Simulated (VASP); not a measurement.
**TiPt3: formation energy of a point defect**

Aim: the formation energy and local structure of a point defect in TiPt3. The start is a cell from a database of measured crystal structures.

Main program and level: VASP 6.6.1; PBE; plane waves and PAW (Pt, Ti).

The database entry behind the starting cell is an old determination (1943), so it need not match the best structure at ambient conditions.

## Step 1: Starting point

The structure is cubic, space group Pm-3m (No. 221). Conventional cell: a = 3.897 Å, b = 3.897 Å, c = 3.897 Å, α = 90.00°, β = 90.00°, γ = 90.00°. Nearest to Pt lie 8 Pt at 2.76 Å and 4 Ti at 2.76 Å. Nearest to Ti lie 12 Pt at 2.76 Å. Farther neighbours are not listed.

As a file:

```
Pt Ti
1.0
     3.89700    0.00000    0.00000
     0.00000    3.89700    0.00000
     0.00000    0.00000    3.89700
Pt Ti
3 1
Direct
  0.50000 0.50000 0.00000
  0.50000 0.00000 0.50000
  0.00000 0.50000 0.50000
  0.00000 0.00000 0.00000
```

## Step 2: The host at zero pressure

First cell and atoms are relaxed at a raised cutoff, so that later runs start from this functional's own cell.

Input file INCAR:

```
SYSTEM = TiPt3
PREC = Accurate
ENCUT = 350
EDIFF = 1E-06
NELM = 120
ISMEAR = 1
SIGMA = 0.15
LREAL = .FALSE.
ALGO = Normal
GGA = PE
NBANDS = 23
LASPH = .TRUE.
LORBIT = 11
LWAVE = .FALSE.
LCHARG = .FALSE.
KPAR = 4
IBRION = 2
NSW = 40
ISIF = 3
EDIFFG = -0.02
POTIM = 0.4
```

Input file POSCAR:

```
TiPt3
1.0
    3.8970000000      0.0000000000      0.0000000000
    0.0000000000      3.8970000000      0.0000000000
    0.0000000000      0.0000000000      3.8970000000
Pt Ti
3 1
Direct
    0.5000000000      0.5000000000      0.0000000000
    0.5000000000      0.0000000000      0.5000000000
    0.0000000000      0.5000000000      0.5000000000
    0.0000000000      0.0000000000      0.0000000000
```

Input file KPOINTS:

```
Automatic mesh
0
Gamma
6 6 6
0 0 0
```

Potentials, in the order of the species: Pt and Ti (PBE family, release 64).

Command:

```
$ mpirun -np 4 vasp_std
```

The log of the run:

```text
[banner, memory and clock lines left out]
running    4 mpi-ranks, on    1 nodes
 distrk:  each k-point on    1 cores,    4 groups
 distr:  one band on    1 cores,    1 groups

 POSCAR found type information on POSCAR PtTi
 POSCAR found :  2 types and       4 ions
 LDA part: xc-table for (Slater+PW92), standard interpolation
 POSCAR, INCAR and KPOINTS ok, starting setup
 FFT: planning ... GRIDC
 FFT: planning ... GRID_SOFT
 FFT: planning ... GRID
 WAVECAR not read
 entering main loop
       N       E                     dE             d eps       ncg     rms          rms(c)
DAV:   1     0.174839991325E+03    0.17484E+03   -0.12596E+04   952   0.106E+03
DAV:   2    -0.209762334143E+02   -0.19582E+03   -0.17849E+03  1032   0.252E+02
DAV:   3    -0.322516443794E+02   -0.11275E+02   -0.10826E+02  1155   0.616E+01
DAV:   4    -0.324552605852E+02   -0.20362E+00   -0.20324E+00  1056   0.852E+00
DAV:   5    -0.324592577483E+02   -0.39972E-02   -0.39966E-02  1040   0.123E+00    0.245E+01
DAV:   6    -0.306192100644E+02    0.18400E+01   -0.10179E+01  1154   0.233E+01    0.122E+01
DAV:   7    -0.306421518397E+02   -0.22942E-01   -0.18472E+01  1293   0.353E+01    0.113E+01
DAV:   8    -0.295941814424E+02    0.10480E+01   -0.83671E-01  1121   0.801E+00    0.512E+00
DAV:   9    -0.294923363687E+02    0.10185E+00   -0.19865E+00  1224   0.105E+01    0.416E+00
DAV:  10    -0.293369520228E+02    0.15538E+00   -0.80166E-01  1286   0.783E+00    0.894E-01
DAV:  11    -0.293330402341E+02    0.39118E-02   -0.49805E-03   971   0.468E-01    0.783E-01
DAV:  12    -0.293242107110E+02    0.88295E-02   -0.15328E-02  1168   0.115E+00    0.567E-02
DAV:  13    -0.293242628043E+02   -0.52093E-04   -0.72900E-04  1193   0.182E-01    0.793E-02
DAV:  14    -0.293242005074E+02    0.62297E-04   -0.11272E-04  1173   0.970E-02    0.203E-02
DAV:  15    -0.293241995204E+02    0.98697E-06   -0.12245E-06   750   0.799E-03
   1 F= -.29324200E+02 E0= -.29326051E+02  d E =-.293242E+02
 curvature:   0.00 expect dE= 0.000E+00 dE for cont linesearch  0.000E+00
 trial: gam= 0.00000 g(F)=  0.000E+00 g(S)=  0.272E+00 ort = 0.000E+00 (trialstep = 0.100E+01)
 search vector abs. value=  0.272E+00
 bond charge predicted
       N       E                     dE             d eps       ncg     rms          rms(c)
DAV:   1    -0.324912521508E+02   -0.31671E+01   -0.49141E+01   920   0.540E+01    0.126E+01
DAV:   2    -0.382114373366E+02   -0.57202E+01   -0.40585E+01  1122   0.421E+01    0.338E+01
DAV:   3    -0.298152414742E+02    0.83962E+01   -0.36376E+01  1266   0.792E+01    0.557E+00
DAV:   4    -0.294124135220E+02    0.40283E+00   -0.12858E+00   970   0.723E+00    0.353E+00
DAV:   5    -0.292324490722E+02    0.17996E+00   -0.41212E-01  1216   0.472E+00    0.131E+00
DAV:   6    -0.292452973732E+02   -0.12848E-01   -0.32199E-02  1200   0.138E+00    0.129E+00
DAV:   7    -0.292324153086E+02    0.12882E-01   -0.38240E-02  1245   0.165E+00    0.307E-01
DAV:   8    -0.292317679864E+02    0.64732E-03   -0.11881E-03   943   0.247E-01    0.973E-02
DAV:   9    -0.292318020727E+02   -0.34086E-04   -0.25283E-04  1049   0.119E-01    0.832E-02
DAV:  10    -0.292317239289E+02    0.78144E-04   -0.67124E-05  1114   0.744E-02    0.429E-02
DAV:  11    -0.292316992495E+02    0.24679E-04   -0.42928E-05  1215   0.589E-02    0.451E-03
DAV:  12    -0.292316993218E+02   -0.72220E-07   -0.11151E-06   590   0.742E-03
   2 F= -.29231699E+02 E0= -.29234364E+02  d E =0.925002E-01
 trial-energy change:    0.092500  1 .order    0.073157   -0.272402    0.418717
 step:   0.3557(harm=  0.3941)  dis= 0.00000  next Energy=   -29.371771 (dE=-0.476E-01)
 bond charge predicted
       N       E                     dE             d eps       ncg     rms          rms(c)
DAV:   1    -0.311155020678E+02   -0.18838E+01   -0.22842E+01   928   0.348E+01    0.119E+01
DAV:   2    -0.365789103644E+02   -0.54634E+01   -0.67756E+01  1276   0.773E+01    0.135E+01
DAV:   3    -0.305373909996E+02    0.60415E+01   -0.62542E+00  1134   0.162E+01    0.642E+00
DAV:   4    -0.298092390440E+02    0.72815E+00   -0.74545E-01  1188   0.564E+00    0.448E+00
DAV:   5    -0.297307545185E+02    0.78485E-01   -0.36733E+00  1169   0.142E+01    0.631E+00
DAV:   6    -0.293762462825E+02    0.35451E+00   -0.17381E+00  1249   0.113E+01    0.993E-01
DAV:   7    -0.293671558787E+02    0.90904E-02   -0.23533E-02  1183   0.141E+00    0.325E-01
DAV:   8    -0.293785010865E+02   -0.11345E-01   -0.27227E-02  1216   0.156E+00    0.883E-01
DAV:   9    -0.293689378210E+02    0.95633E-02   -0.95714E-03  1224   0.911E-01    0.330E-01
DAV:  10    -0.293680360323E+02    0.90179E-03   -0.58211E-04  1216   0.202E-01    0.190E-01
DAV:  11    -0.293677090005E+02    0.32703E-03   -0.24398E-04  1185   0.138E-01    0.872E-02
DAV:  12    -0.293676222996E+02    0.86701E-04   -0.16734E-04  1192   0.115E-01    0.593E-03
DAV:  13    -0.293676226969E+02   -0.39736E-06   -0.44904E-06  1041   0.148E-02
   3 F= -.29367623E+02 E0= -.29369666E+02  d E =-.434232E-01
 curvature:  -0.20 expect dE=-0.155E-05 dE for cont linesearch -0.155E-05
 trial: gam=-0.00536 g(F)=  0.151E-64 g(S)=  0.792E-05 ort = 0.147E-02 (trialstep = 0.871E+00)
 search vector abs. value=  0.330E-09
 reached required accuracy - stopping structural energy minimisation
```

Run time: 9.6 s. Hardware: 4 MPI ranks of Intel Xeon 6975P-C (Granite Rapids), shared host; peak memory 0.56 GiB; 36 s of CPU time.

Lines that name or quote the potential files are left out of all logs, and their timing lines are given in words.

Parts of OUTCAR (step 2):

```text
ion  position               nearest neighbor table
   1  0.500  0.500  0.000-   2 2.76   3 2.76   4 2.76   2 2.76   3 2.76   2 2.76   4 2.76   2 2.76
                             3 2.76   4 2.76   3 2.76   4 2.76
   2  0.500  0.000  0.500-   1 2.76   3 2.76   4 2.76   1 2.76   4 2.76   1 2.76   3 2.76   1 2.76
                             3 2.76   4 2.76   4 2.76   3 2.76
   3  0.000  0.500  0.500-   1 2.76   2 2.76   4 2.76   1 2.76   4 2.76   2 2.76   4 2.76   4 2.76
                             1 2.76   2 2.76   1 2.76   2 2.76
   4  0.000  0.000  0.000-   1 2.76   2 2.76   3 2.76   2 2.76   3 2.76   1 2.76   3 2.76   3 2.76
                             1 2.76   2 2.76   2 2.76   1 2.76

  LATTYP: Found a simple cubic cell.
 ALAT       =     3.8970000000

 Subroutine GETGRP returns: Found 48 space group operations
 (whereof 48 operations were pure point group operations)

The static configuration has the point symmetry O_h .

 Found     20 irreducible k-points:

   k-points           NKPTS =     20   k-points in BZ     NKDIM =     20   number of bands    NBANDS=     23

   dimension x,y,z NGX =    24 NGY =   24 NGZ =   24
   dimension x,y,z NGXF=    48 NGYF=   48 NGZF=   48

   ENCUT  =  350.0 eV  25.72 Ry    5.07 a.u.   5.94  5.94  5.94*2*pi/ulx,y,z

   NELECT =      34.0000    total number of electrons

 k-points in reciprocal lattice and weights: Automatic mesh
   0.00000000  0.00000000  0.00000000       0.005
   0.16666667  0.00000000  0.00000000       0.028
   0.33333333  0.00000000  0.00000000       0.028
   0.50000000  0.00000000  0.00000000       0.014
   0.16666667  0.16666667  0.00000000       0.056
   0.33333333  0.16666667  0.00000000       0.111
   0.50000000  0.16666667  0.00000000       0.056
   0.33333333  0.33333333  0.00000000       0.056
   0.50000000  0.33333333  0.00000000       0.056
[...]
0.50000000  0.50000000  0.33333333       0.028
   0.50000000  0.50000000  0.50000000       0.005

 average (electrostatic) potential at core
       1 -64.8318       2 -64.8318       3 -64.8318       4 -21.4150

 E-fermi :   9.8193

 k-point     1 :       0.0000    0.0000    0.0000
  band No.  band energies     occupation
    ...
     11       8.1464      2.00000
     12       8.1464      2.00000
     13       9.2448      2.00000
     14       9.7915      1.30815
     15       9.7915      1.30814
     16      11.0253     -0.00000
     17      11.0253     -0.00000
     18      11.3581     -0.00000
     19      11.3581     -0.00000
     20      11.3581     -0.00000
    ...

 k-point     2 :       0.1667    0.0000    0.0000
  band No.  band energies     occupation
    ...
     13       8.6121      2.00000
     14       8.6121      2.00000
     15       8.9309      2.00000
     16       9.7459      1.72866
     17       9.7924      1.29880
     18      10.7081     -0.00000
     19      10.7081     -0.00000
     20      10.8725     -0.00000
     21      10.9657     -0.00000
     22      11.5973     -0.00000
    ...

 k-point     3 :       0.3333    0.0000    0.0000
  band No.  band energies     occupation
    ...
     13       7.3027      2.00000
     14       7.5785      2.00000
     15       7.9305      2.00000
     16       8.4142      2.00000
     17       9.7943      1.27755
     18       9.9375      0.02631
     19       9.9375      0.02630
     20      10.4399     -0.00000
     21      10.5810     -0.00000
     22      11.5837     -0.00000
    ...

  Total        0.0165372      0.0165372      0.0165372     -0.0000000      0.0000000      0.0000000
  in kB        0.4338464      0.4338464      0.4338464     -0.0000000      0.0000000      0.0000000
  external PRESSURE =       0.4338464 kB  Pullay stress =       0.0000000 kB

  energy-cutoff  :      350.00
  volume of cell :       61.07
      direct lattice vectors                 reciprocal lattice vectors
     3.938024651  0.000000000 -0.000000000     0.253934419 -0.000000000 -0.000000000
     0.000000000  3.938024651  0.000000000     0.000000000  0.253934419  0.000000000
     0.000000000 -0.000000000  3.938024651     0.000000000 -0.000000000  0.253934419

 POSITION                                       TOTAL-FORCE (eV/Angst)
 -----------------------------------------------------------------------------------
      1.96901      1.96901      0.00000         0.000000      0.000000      0.000000
      1.96901     -0.00000      1.96901         0.000000     -0.000000      0.000000
      0.00000      1.96901      1.96901        -0.000000     -0.000000      0.000000
      0.00000      0.00000      0.00000         0.000000      0.000000      0.000000
 -----------------------------------------------------------------------------------
    total drift:                                0.000000     -0.000000     -0.000000

  FREE ENERGIE OF THE ION-ELECTRON SYSTEM (eV)
  ---------------------------------------------------
  free  energy   TOTEN  =       -29.3676226969 eV

  energy  without entropy=      -29.3737529578  energy(sigma->0) =      -29.36966612

 reached required accuracy - stopping structural energy minimisation

 total charge
# of ion       s       p       d       tot
------------------------------------------
    1        0.685   0.642   8.039   9.366
    2        0.685   0.642   8.039   9.366
    3        0.685   0.642   8.039   9.366
    4        0.482   0.672   2.327   3.480
--------------------------------------------------
tot          2.537   2.596  26.444  31.577

[... 3 further parts left out ...]
```

CONTCAR:

```
TiPt3
   1.00000000000000
     3.9380246505887286    0.0000000000000000   -0.0000000000000000
     0.0000000000000000    3.9380246505887286    0.0000000000000000
     0.0000000000000000   -0.0000000000000000    3.9380246505887291
  Pt              Ti
     3     1
Direct
     0.5000000000000000    0.5000000000000000    0.0000000000000000
     0.5000000000000000    0.0000000000000000    0.5000000000000000
     0.0000000000000000    0.5000000000000000    0.5000000000000000
     0.0000000000000000    0.0000000000000000    0.0000000000000000
```

The k-mesh is coarse for a metal. The data set Ti keeps the semicore shell frozen, which is cheaper and a little less accurate. The run keeps the 48 symmetry operations of its start, so it cannot find a distortion of lower symmetry.

Relaxation path:

```csv
step,energy less that of the first step (eV),largest force (eV/Å),pressure (GPa),volume (Å³)
1,0.0000,0.0000,8.30,59.18
2,0.0925,0.0000,-11.70,64.59
3,-0.0434,0.0000,0.04,61.07
```

```csv
"conventional cell, symmetrised",before,after,change
a (Å),3.897,3.938,+1.1 %
b (Å),3.897,3.938,+1.1 %
c (Å),3.897,3.938,+1.1 %
volume (Å³/atom),14.80,15.27,+3.2 %
```

Final coordinates:

```xyz
4
Lattice="3.9380 0.0000 0.0000 0.0000 3.9380 0.0000 0.0000 0.0000 3.9380" Properties=species:S:1:pos:R:3 pbc="T T T"
Pt    1.9690    1.9690    0.0000
Pt    1.9690    0.0000    1.9690
Pt    0.0000    1.9690    1.9690
Ti    0.0000    0.0000    0.0000
```

Numbers from this step:

| Property | Result |
| --- | --- |
| electronic cycles | 40 |
| electrons | 34 |
| free energy (TOTEN) | -29.37 eV |
| energy at zero smearing | -29.37 eV |
| Fermi energy | 9.819 eV |
| labelled metallic, from the levels on this mesh | yes |

The run ended after 3 ionic steps, 0.043 eV below its first step, once forces and stress met EDIFFG = -0.02.

(Part 1 of 2 ends here.)

[Lines on the potential files, build, host, timing and source positions are cut from VASP's logs without a mark.]

[Logs are printed without paths, hosts, clocks, repeated set-up lines and the standing remarks that a program may print on its own settings, such as how far it seeks lower states.]

[Hosts, paths, dates, database ids (printed as entryN), source tags and the programs' standing remarks are cut or masked in the printed files.]

[In band tables of VASP the shares of atoms and orbitals are scaled to a sum of 1 inside the atoms' spheres.]

[Runs that stopped without an error message from VASP are left out.]
